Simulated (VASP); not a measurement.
An input for Quantum ESPRESSO's pw.x (written as the equivalent of a VASP run, and not itself run):

```
&CONTROL
  calculation = 'scf'
  pseudo_dir = './pseudo'
  outdir = './out'
  tprnfor = .true.
  tstress = .true.
/
&SYSTEM
  ibrav = 0
  nat = 2
  ntyp = 1
  ecutwfc = 80
  occupations = 'tetrahedra'
  input_dft = 'pw91'
/
&ELECTRONS
  conv_thr = 7.3e-09
  electron_maxstep = 100
/
ATOMIC_SPECIES
  Sb 121.760 Sb.upf
CELL_PARAMETERS angstrom
     4.0254706   -2.1952605   -0.0019222
     4.0254706    2.1952605   -0.0019222
     2.8300244   -0.0000000    3.6075679
ATOMIC_POSITIONS crystal
  Sb   0.2329280  0.2329280  0.2329280
  Sb   0.7670720  0.7670720  0.7670720
K_POINTS automatic
  8 8 8 0 0 0
```

Q: Translate this input to VASP (INCAR, KPOINTS, POSCAR, choice of POTCAR).

A: This is not unique; one that fits is 
### INCAR
```
SYSTEM = Sb
PREC = Accurate; ENCUT = 520; LREAL = .FALSE.
LASPH = .TRUE.
EDIFF = 1E-7; NELM = 100; ALGO = Normal
LMAXMIX = 4
ISMEAR = -5
GGA = 91
ISIF = 2
LWAVE = .FALSE.; LCHARG = .TRUE.; LORBIT = 11
NEDOS = 601
```

**KPOINTS**
```
Automatic mesh
0
Gamma
8 8 8
0 0 0
```

POSCAR:
```
Sb
4.0254710
  0.9999999022  -0.5453425170  -0.0004775178
  0.9999999022   0.5453425170  -0.0004775178
  0.7030293926   0.0000000000   0.8961852816
Sb
2
Direct
  0.2329279825   0.2329279825   0.2329279825
  0.7670720175   0.7670720175   0.7670720175
```

POTCAR, in this order: Sb (PBE.64 set). Program: vasp_std.

Limits of the translation: the potentials are each code's own (VASP's PAW set, PseudoDojo norm-conserving files in pw.x), so ENCUT and ecutwfc are chosen apart and not converted; conv_thr bounds pw.x's estimated SCF error, while EDIFF bounds the energy change between steps.

The compound is Sb in the a7 structure. It was relaxed first, which changed the volume by +6 %.
